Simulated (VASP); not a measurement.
The system is MgH2.

```
Mg H
1.0
     4.47322    0.00000    0.00000
     0.00000    4.47322    0.00000
     0.00000    0.00000    3.00454
Mg H
2 4
Direct
  0.00000 0.00000 0.00000
  0.50000 0.50000 0.50000
  0.30442 0.30442 0.00000
  0.19558 0.80442 0.50000
  0.69558 0.69558 0.00000
  0.80442 0.19558 0.50000
```

Program: VASP 6.6.1. Alike in all runs: task band structure; no spin polarisation; cell as given; k mesh 6 × 6 × 10; cutoff (eV) 520; smearing gaussian 0.03 eV.

Order these runs on this cell by their band gap on the k mesh, lowest first.
A. level PBE; potentials or basis VASP PAW PBE potentials, release 64 (Mg, H); further INCAR settings ALGO = Fast; EDIFF = 1e-06
B. level LDA; potentials or basis VASP PAW LDA potentials, release 64 (Mg, H); further INCAR settings ALGO = Fast; EDIFF = 1e-06
C. level TB-mBJ; potentials or basis VASP PAW PBE potentials, release 64 (Mg, H); further INCAR settings ALGO = Normal; EDIFF = 1e-06
D. level r2SCAN; potentials or basis VASP PAW PBE potentials, release 64 (Mg, H); further INCAR settings ALGO = Normal; EDIFF = 1e-06

B (3.44 eV), A (3.81 eV), D (4.43 eV), C (5.73 eV).

Caveats: the mesh misses the band edges, which the band path finds closer together.
